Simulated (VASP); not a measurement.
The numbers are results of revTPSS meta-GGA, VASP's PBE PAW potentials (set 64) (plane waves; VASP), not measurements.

A VASP calculation is set up with these files.

**KPOINTS**
```
kpoints
0
gamma
9 9 5
```

### POSCAR
```
ZnO
1
    1.6269165866    -2.8179026268     0.0000000000
    1.6269165866     2.8179026268    -0.0000000000
    0.0000000000     0.0000000000     5.2146890168
Zn O
2 2
Direct
  0.6666670000   0.3333330000   0.5002707970
  0.3333330000   0.6666670000   0.0002707970
  0.6666670000   0.3333330000   0.8817292030
  0.3333330000   0.6666670000   0.3817292030
```

**KPOINTS_OPT**
```
k-points along high-symmetry lines
6
Line-mode
Reciprocal
  0.000000   0.000000   0.000000 ! GAMMA
 -0.000000   0.500000   0.000000 ! M

 -0.000000   0.500000   0.000000 ! M
 -0.333333   0.666667   0.000000 ! K

 -0.333333   0.666667   0.000000 ! K
  0.000000   0.000000   0.000000 ! GAMMA

  0.000000   0.000000   0.000000 ! GAMMA
  0.000000   0.000000   0.500000 ! A

  0.000000   0.000000   0.500000 ! A
 -0.000000   0.500000   0.500000 ! L

 -0.000000   0.500000   0.500000 ! L
 -0.333333   0.666667   0.500000 ! H

 -0.333333   0.666667   0.500000 ! H
  0.000000   0.000000   0.500000 ! A

 -0.000000   0.500000   0.500000 ! L
 -0.000000   0.500000   0.000000 ! M

 -0.333333   0.666667   0.500000 ! H
 -0.333333   0.666667   0.000000 ! K
```

**INCAR**
```
SYSTEM = ZnO
PREC = Accurate; ENCUT = 520; LREAL = F
LASPH = T
EDIFF = 1E-7; NELM = 100; ALGO = Normal
LMAXMIX = 4; LMIXTAU = T
ISMEAR = -5
METAGGA = RTPSS
ISIF = 2
LWAVE = F; LCHARG = F; LORBIT = 11
NEDOS = 601
LEFG = T
```

POTCAR, in this order: Zn O (PBE.64 set). Program: vasp_std.

What VASP printed:

### OSZICAR
```
       N       E                     dE             d eps       ncg     rms          rms(c)
DAV:   1     0.328006454194E+03    0.32801E+03   -0.18875E+04  1592   0.244E+03
DAV:   2     0.462315570659E+02   -0.28177E+03   -0.27384E+03  1716   0.543E+02
DAV:   3     0.111695728115E+02   -0.35062E+02   -0.34613E+02  1910   0.184E+02
DAV:   4     0.997709712102E+01   -0.11925E+01   -0.11885E+01  1918   0.393E+01
DAV:   5     0.995166946099E+01   -0.25428E-01   -0.25415E-01  1936   0.566E+00    0.175E+01
DAV:   6    -0.153317576374E+02   -0.25283E+02   -0.16984E+02  1620   0.142E+02    0.154E+01
DAV:   7    -0.123184173522E+02    0.30133E+01   -0.32575E+00  2132   0.382E+01    0.111E+01
DAV:   8    -0.111626831943E+02    0.11557E+01   -0.26106E+01  2400   0.763E+01    0.753E+00
DAV:   9    -0.110312803399E+02    0.13140E+00   -0.30698E+00  1946   0.216E+01    0.549E+00
DAV:  10    -0.105495377804E+02    0.48174E+00   -0.15113E+00  2128   0.129E+01    0.127E+00
DAV:  11    -0.105333375696E+02    0.16200E-01   -0.30459E-01  1884   0.748E+00    0.318E-01
DAV:  12    -0.107343464506E+02   -0.20101E+00   -0.11479E-01  1584   0.387E+00    0.113E-01
DAV:  13    -0.107411652850E+02   -0.68188E-02   -0.41825E-03  2042   0.168E+00    0.146E-01
DAV:  14    -0.107414828292E+02   -0.31754E-03   -0.42058E-03  2542   0.149E+00    0.142E-01
DAV:  15    -0.107415131897E+02   -0.30360E-04   -0.88328E-04  1764   0.292E-01    0.817E-02
DAV:  16    -0.107413465136E+02    0.16668E-03   -0.48259E-04  2056   0.203E-01    0.991E-03
DAV:  17    -0.107414093830E+02   -0.62869E-04   -0.47275E-05  1604   0.839E-02    0.538E-03
DAV:  18    -0.107413751989E+02    0.34184E-04   -0.96727E-06  2052   0.439E-02    0.236E-03
DAV:  19    -0.107413906034E+02   -0.15404E-04   -0.17583E-06  1882   0.287E-02    0.115E-03
DAV:  20    -0.107413776988E+02    0.12905E-04   -0.12053E-07  1086   0.842E-03    0.622E-04
DAV:  21    -0.107413856018E+02   -0.79030E-05   -0.11797E-07   978   0.862E-03    0.467E-04
DAV:  22    -0.107413817632E+02    0.38386E-05   -0.26421E-08   810   0.366E-03    0.197E-04
DAV:  23    -0.107413824784E+02   -0.71515E-06   -0.79828E-09   810   0.122E-03    0.921E-05
DAV:  24    -0.107413820029E+02    0.47546E-06   -0.38186E-09   810   0.124E-03    0.866E-05
DAV:  25    -0.107413824187E+02   -0.41584E-06   -0.10103E-09   810   0.462E-04    0.457E-05
DAV:  26    -0.107413823436E+02    0.75172E-07   -0.19079E-10   810   0.283E-04
   1 F= -.10741382E+02 E0= -.10741382E+02  d E =0.000000E+00
       N       E                     dE             ncg
       N       E                     dE             ncg
```

OUTCAR:
```
------------------------ aborting loop because EDIFF is reached ----------------------------------------
  FORCE on cell =-STRESS in cart. coord.  units (eV):
  Direction    XX          YY          ZZ          XY          YZ          ZX
  --------------------------------------------------------------------------------------
  Total        0.0269152      0.0269152      0.0354170      0.0000000      0.0000000      0.0000000
  in kB        0.9019012      0.9019015      1.1867879      0.0000000      0.0000000      0.0000000
  external PRESSURE =       0.9968635 kB  Pullay stress =       0.0000000 kB
  volume of cell :       47.81
      direct lattice vectors                 reciprocal lattice vectors
     1.626916587 -2.817902627  0.000000000     0.307329831 -0.177436933  0.000000000
     1.626916587  2.817902627  0.000000000     0.307329831  0.177436933  0.000000000
     0.000000000  0.000000000  5.214689017     0.000000000  0.000000000  0.191765990
  FREE ENERGIE OF THE ION-ELECTRON SYSTEM (eV)
  ---------------------------------------------------
  free  energy   TOTEN  =       -10.7413823436 eV

  energy  without entropy=      -10.7413823436  energy(sigma->0) =      -10.74138234

 total charge

# of ion       s       p       d       tot
------------------------------------------
    1        0.449   0.490   9.944  10.882
    2        0.449   0.490   9.944  10.882
    3        1.541   3.438   0.000   4.979
    4        1.541   3.438   0.000   4.979
--------------------------------------------------
tot          3.979   7.855  19.888  31.721

 Electric field gradients after diagonalization (V/A^2)
 (convention: |V_zz| > |V_xx| > |V_yy|)
----------------------------------------------------------------------
 ion       V_xx      V_yy      V_zz     asymmetry (V_yy - V_xx)/ V_zz
----------------------------------------------------------------------
   1      -3.173    -3.172     6.345       0.000
   2      -3.173    -3.172     6.345       0.000
   3       1.269     1.261    -2.530       0.003
   4       1.269     1.261    -2.530       0.003
```
(Selected blocks of OUTCAR.)

OUTCAR:
```
 val. band max:        0.9718501021   @ k =   0.0000   0.0000   0.0000

 cond. band min:       1.6594047007   @ k =   0.0000   0.0000   0.0000


 Fermi energy:         0.9964805772

 k-point     1 :       0.0000    0.0000    0.0000
  band No.  band energies     occupation
      1     -17.6915      2.00000
      2     -16.9929      2.00000
      3      -4.7927      2.00000
      4      -4.7927      2.00000
      5      -4.7159      2.00000
      6      -4.6790      2.00000
      7      -4.6051      2.00000
      8      -4.6051      2.00000
      9      -3.6350      2.00000
     10      -3.6349      2.00000
     11      -3.4257      2.00000
     12      -3.4257      2.00000
     13      -3.1344      2.00000
     14       0.1806      2.00000
     15       0.1806      2.00000
     16       0.8819      2.00000
     17       0.9718      2.00000
     18       0.9719      2.00000
     19       1.6594      0.00000
     20       6.2496      0.00000
     21       9.2223      0.00000
     22      14.0674      0.00000

 k-point     2 :       0.1111   -0.0000    0.0000
  band No.  band energies     occupation
      1     -17.6272      2.00000
      2     -16.9648      2.00000
      3      -4.8681      2.00000
      4      -4.7528      2.00000
      5      -4.6787      2.00000
      6      -4.6290      2.00000
      7      -4.5608      2.00000
      8      -4.5497      2.00000
      9      -3.6629      2.00000
     10      -3.6386      2.00000
     11      -3.4198      2.00000
     12      -3.3657      2.00000
     13      -3.1498      2.00000
     14      -0.2764      2.00000
     15       0.0127      2.00000
     16       0.2344      2.00000
     17       0.8000      2.00000
     18       0.8819      2.00000
     19       2.5696      0.00000
     20       6.7701      0.00000
     21       9.2033      0.00000
     22      12.7747      0.00000

 k-point     3 :       0.2222    0.0000    0.0000
  band No.  band energies     occupation
      1     -17.4546      2.00000
...
```

The compound is ZnO in the wurtzite structure. It was relaxed first.
